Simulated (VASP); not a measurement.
An input for Quantum ESPRESSO's pw.x (written as the equivalent of a VASP run, and not itself run):

```
&CONTROL
  calculation = 'scf'
  pseudo_dir = './pseudo'
  outdir = './out'
  tprnfor = .true.
  tstress = .true.
/
&SYSTEM
  ibrav = 0
  nat = 2
  ntyp = 2
  ecutwfc = 80
  occupations = 'smearing'
  smearing = 'methfessel-paxton'
  degauss = 0.00735
  input_dft = 'pw91'
/
&ELECTRONS
  conv_thr = 7.3e-09
  electron_maxstep = 100
/
ATOMIC_SPECIES
  In 114.818 In.upf
  Sb 121.760 Sb.upf
CELL_PARAMETERS angstrom
     0.0000000    3.2472348    3.2472348
     3.2472348    0.0000000    3.2472348
     3.2472348    3.2472348    0.0000000
ATOMIC_POSITIONS crystal
  In   0.0000000  0.0000000  0.0000000
  Sb   0.2500000  0.2500000  0.2500000
K_POINTS automatic
  10 10 10 0 0 0
```

Task: Translate this input to VASP (INCAR, KPOINTS, POSCAR, choice of POTCAR).

Result: Several could match; the one computed here: 
**INCAR**
```
SYSTEM = InSb
PREC = Accurate
ENCUT = 520
EDIFF = 1E-7
NELM = 100
ALGO = Normal
LREAL = .FALSE.
LASPH = .TRUE.
ISMEAR = 1
SIGMA = 0.1
GGA = 91
LMAXMIX = 4
LWAVE = .FALSE.
LCHARG = .FALSE.
ISIF = 2
```

KPOINTS:
```
kpoints
0
gamma
  10 10 10
```

File POSCAR:
```
InSb
1
    0.0000000000     3.2472348229     3.2472348229
    3.2472348229     0.0000000000     3.2472348229
    3.2472348229     3.2472348229     0.0000000000
In Sb
1 1
Direct
  0.0000000000   0.0000000000   0.0000000000
  0.2500000000   0.2500000000   0.2500000000
```

POTCAR, in this order: In_d Sb (PBE.64 set). Program: vasp_std.

What does not carry over: the potentials are each code's own (VASP's PAW set, PseudoDojo norm-conserving files in pw.x), so ENCUT and ecutwfc are chosen apart and not converted; conv_thr bounds pw.x's estimated SCF error, while EDIFF bounds the energy change between steps.

The compound is InSb in the zinc blende structure. This cell is one point of a volume scan, at 0.94 of the reference volume.
